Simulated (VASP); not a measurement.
Runs of VASP 6.6.1 on ZrGaC5. All rows change the cell; the cell of one of them follows. It takes space group P4/mmm (No. 123, tetragonal). Conventional cell: a = 3.170 Å, b = 3.170 Å, c = 7.002 Å, α = 90.00°, β = 90.00°, γ = 90.00°. Zr (site symmetry 4/mmm) has 12 C at 2.24 to 2.49 Å as nearest neighbours. Around Ga (site symmetry 4/mmm) lie 8 C at 2.24 Å. C (site symmetry 4/mmm) has 4 Zr at 2.24 Å and 8 C at 2.49 Å as nearest neighbours. Around C (site symmetry 2mm) lie 2 Ga at 2.24 Å and 6 C at 2.24 to 2.49 Å and 2 Zr at 2.49 Å. The cell was built by a generator and needn't be a form met in nature.

```tsv
task	cell	k mesh	cutoff (eV)	mesh quality	gap on the mesh (eV)	pressure (GPa)	relaxed volume (Å³/atom)	largest force (eV/Å)
single point	species swapped into the YbIn5Rh type (P4/mmm, No. 123)	6 × 6 × 4	520	not flagged	none	0.4	-	0.01
single point	species swapped into the YbIn5Rh type (P4/mmm, No. 123)	4 × 4 × 4	520	coarse	none	0.3	-	0.01
relaxation of cell and atoms	relaxed from: species swapped into the YbIn5Rh type (P4/mmm, No. 123)	4 × 4 × 4	600	coarse	none	-0.1	(a)	0.03
relaxation of cell and atoms	relaxed from: species swapped into the YbIn5Rh type (P4/mmm, No. 123)	6 × 6 × 4	600	not flagged	none	0.1	10.06	0.01
```

Alike in all rows: level PBE; potentials or basis VASP PAW PBE potentials, release 64 (Zr_sv, Ga_d, C); no spin polarisation; smearing gaussian 0.1 eV.

Problem. Estimate the missing entries.

Solution. (a) 10.04.

Caveats: some runs use coarse meshes; the volume moved by over 15 % at a fixed basis, so the end points are rough (some runs).

A k mesh can miss the band edges, and the runs leave out spin-orbit coupling on Ga, Zr.

A gap of «none» marks a metal or a gap under the smearing width.
